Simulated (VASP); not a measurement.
Runs of VASP 6.6.1 on SnTe. Symmetry: Fm-3m, No. 225, cubic system. The conventional cell has a = 6.372 Å, b = 6.372 Å, c = 6.372 Å, α = 90.00°, β = 90.00°, γ = 90.00°. Sn (site symmetry m-3m) has 6 Te at 3.19 Å as nearest neighbours. Te (site symmetry m-3m) has 6 Sn at 3.19 Å as nearest neighbours. The cell is a database's computed one.

```csv
task,level,potentials or basis,cell,cutoff (eV),gap on the mesh (eV),pressure (GPa),relaxed volume (Å³/atom)
single point,PBEsol,"VASP PAW PBE potentials, release 64 (Sn_d, Te)",as given,520,(a),-1.7,-
relaxation of cell and atoms,PBEsol,"VASP PAW PBE potentials, release 64 (Sn_d, Te)",relaxed,600,0.16,0.0,31.11
relaxation of cell and atoms,PBEsol,"VASP PAW PBE potentials, release 64 (Sn, Te)",relaxed,580,0.16,0.0,(b)
relaxation of cell and atoms,RPBE,"VASP PAW PBE potentials, release 64 (Sn_d, Te)",relaxed,600,0.17,0.0,34.05
relaxation of cell and atoms,PBEsol,"VASP PAW PBE potentials, release 64 (Sn_d, Te)",relaxed,300,0.17,0.0,30.94
```

Alike in all rows: no spin polarisation; k mesh 12 × 12 × 12; smearing gaussian 0.1 eV.

Q: Estimate the missing entries.

A: (a) 0.05; (b) 31.09.

Caveats: the PAW data sets were made with another functional, which shifts forces and pressure a little; spin-orbit coupling is left out, which moves the levels of the heavy elements.

A k mesh can miss the band edges, and the runs leave out spin-orbit coupling on Sn, Te.

The runs don't all hold the same shells in valence.

Runs at the PBE level aren't shown here.
